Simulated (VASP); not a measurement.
Level of theory: LDA (Ceperley-Alder, Perdew-Zunger), VASP's LDA PAW potentials (set 64) (plane waves; VASP 6.6.1).

Input for VASP

### KPOINTS
```
Automatic mesh
0
Gamma
18 18 18
0 0 0
```

**POSCAR**
```
Ir
1
    0.0000000000     1.9095473702     1.9095473702
    1.9095473702     0.0000000000     1.9095473702
    1.9095473702     1.9095473702     0.0000000000
Ir
1
Direct
  0.0000000000   0.0000000000   0.0000000000
```

### INCAR
```
SYSTEM  =  Ir
PREC  =  Accurate; ENCUT  =  400; LREAL  =  .FALSE.
LASPH  =  .TRUE.
EDIFF  =  1E-7; NELM  =  100; ALGO  =  Normal
LMAXMIX  =  6
ISMEAR  =  -5
ISIF  =  2
LWAVE  =  .FALSE.; LCHARG  =  .TRUE.; LORBIT  =  11
NEDOS  =  601
```

POTCAR, in this order: Ir (LDA.64 set). Program: vasp_std.

What VASP printed:

**OUTCAR**
```
 ion  position               nearest neighbor table
   1  0.000  0.000  0.000-
  LATTYP: Found a face centered cubic cell.
 ALAT       =     3.8190947404
 Subroutine PRICEL returns:
 Original cell was already a primitive cell.
 Subroutine GETGRP returns: Found 48 space group operations
The static configuration has the point symmetry O_h .
The dynamic configuration has the point symmetry O_h .
 Subroutine INISYM returns: Found 48 space group operations
 Subroutine IBZKPT returns following result:
 Found    195 irreducible k-points:

 Following reciprocal coordinates:
            Coordinates               Weight
  0.000000  0.000000  0.000000      1.000000
  0.055556  0.000000  0.000000      8.000000
  0.111111  0.000000  0.000000      8.000000
  0.166667  0.000000  0.000000      8.000000
  0.222222  0.000000  0.000000      8.000000
  0.277778  0.000000  0.000000      8.000000
  0.333333  0.000000  0.000000      8.000000
  0.388889  0.000000  0.000000      8.000000
  0.444444  0.000000  0.000000      8.000000
  0.500000  0.000000  0.000000      4.000000
...
```

**OSZICAR**
```
       N       E                     dE             d eps       ncg     rms          rms(c)
DAV:   1     0.313531971487E+02    0.31353E+02   -0.38592E+03  3416   0.818E+02
DAV:   2    -0.104185586709E+02   -0.41772E+02   -0.40333E+02  3128   0.185E+02
DAV:   3    -0.109352275972E+02   -0.51667E+00   -0.51622E+00  4648   0.274E+01
DAV:   4    -0.109377470069E+02   -0.25194E-02   -0.25238E-02  3912   0.133E+00
DAV:   5    -0.109377663175E+02   -0.19311E-04   -0.19159E-04  4848   0.734E-02    0.163E+01
DAV:   6    -0.104265249599E+02    0.51124E+00   -0.10746E+00  3648   0.144E+01    0.654E+00
DAV:   7    -0.103326155656E+02    0.93909E-01   -0.30674E-01  4128   0.707E+00    0.156E+00
DAV:   8    -0.103261423389E+02    0.64732E-02   -0.20071E-03  3440   0.703E-01    0.556E-01
DAV:   9    -0.103249096326E+02    0.12327E-02   -0.94529E-04  4160   0.536E-01    0.336E-02
DAV:  10    -0.103249085490E+02    0.10835E-05   -0.64839E-06  4440   0.304E-02    0.569E-03
DAV:  11    -0.103249093269E+02   -0.77783E-06   -0.22825E-07  4168   0.417E-03    0.645E-04
DAV:  12    -0.103249093019E+02    0.24966E-07   -0.56546E-09  1992   0.939E-04
   1 F= -.10324909E+02 E0= -.10324909E+02  d E =0.000000E+00
```

OUTCAR:
```
------------------------ aborting loop because EDIFF is reached ----------------------------------------
  FORCE on cell =-STRESS in cart. coord.  units (eV):
  Direction    XX          YY          ZZ          XY          YZ          ZX
  --------------------------------------------------------------------------------------
  Total        0.0018035      0.0018035      0.0018035      0.0000000     -0.0000000      0.0000000
  in kB        0.2074921      0.2074921      0.2074921      0.0000000     -0.0000000      0.0000000
  external PRESSURE =       0.2074921 kB  Pullay stress =       0.0000000 kB
  volume of cell :       13.93
      direct lattice vectors                 reciprocal lattice vectors
     0.000000000  1.909547370  1.909547370    -0.261842156  0.261842156  0.261842156
     1.909547370  0.000000000  1.909547370     0.261842156 -0.261842156  0.261842156
     1.909547370  1.909547370  0.000000000     0.261842156  0.261842156 -0.261842156
 POSITION                                       TOTAL-FORCE (eV/Angst)
 -----------------------------------------------------------------------------------
      0.00000      0.00000      0.00000        -0.000000     -0.000000      0.000000
 -----------------------------------------------------------------------------------
    total drift:                                0.000000     -0.000000      0.000000
  FREE ENERGIE OF THE ION-ELECTRON SYSTEM (eV)
  ---------------------------------------------------
  free  energy   TOTEN  =       -10.3249093019 eV

  energy  without entropy=      -10.3249093019  energy(sigma->0) =      -10.32490930

 total charge

# of ion       s       p       d       tot
------------------------------------------
    1        0.686   0.758   7.023   8.466
```
(Selected blocks of OUTCAR.)

For a metal the tetrahedron method with Blöchl corrections gives inexact stress and forces.

The structure comes from a computed database's Ir entry (Fm-3m); how it stands against other phases isn't given here. It was relaxed first.
